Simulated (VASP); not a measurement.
OSZICAR of a VASP run on Sr (fcc):

File OSZICAR:
```
       N       E                     dE             d eps       ncg     rms          rms(c)
DAV:   1     0.296184174568E+02    0.29618E+02   -0.43747E+03  1304   0.795E+02
DAV:   2    -0.709563198361E+00   -0.30328E+02   -0.30050E+02  1497   0.147E+02
DAV:   3    -0.181303931450E+01   -0.11035E+01   -0.10989E+01  1943   0.228E+01
DAV:   4    -0.184492701629E+01   -0.31888E-01   -0.31865E-01  1806   0.332E+00
DAV:   5    -0.184564399109E+01   -0.71697E-03   -0.71682E-03  2026   0.313E-01    0.120E+01
RMM:   6    -0.184171866600E+01    0.39253E-02   -0.50808E-03  1298   0.101E+00    0.685E+00
RMM:   7    -0.183907160094E+01    0.26471E-02   -0.10601E-02  1365   0.145E+00    0.235E-01
RMM:   8    -0.183930452102E+01   -0.23292E-03   -0.40852E-03  1499   0.387E-01    0.809E-02
RMM:   9    -0.183936668950E+01   -0.62168E-04   -0.63065E-04  1338   0.124E-01    0.862E-02
RMM:  10    -0.183939498900E+01   -0.28299E-04   -0.21385E-04  1405   0.841E-02    0.187E-01
RMM:  11    -0.183940349774E+01   -0.85087E-05   -0.36885E-05  1044   0.360E-02
   1 F= -.18394035E+01 E0= -.18395884E+01  d E =-.183940E+01
```

### Question
Which electronic solver shows in the log?

### Answer
It is blocked Davidson (ALGO = Normal, or the opening steps of other solvers) and then RMM-DIIS (ALGO = Fast or VeryFast). The INCAR had ALGO = Fast.

### Question
Can the final energy be trusted as converged?

### Answer
The run converged. It stopped with EDIFF = 1E-5, NELM = 100, NSW = 20 and EDIFFG = -0.03 after 1 ionic step (PBEsol GGA, plane waves, VASP's PBE PAW potentials (set 64)).

The compound is Sr in the fcc structure. It was relaxed first, which changed the volume by -8 %.
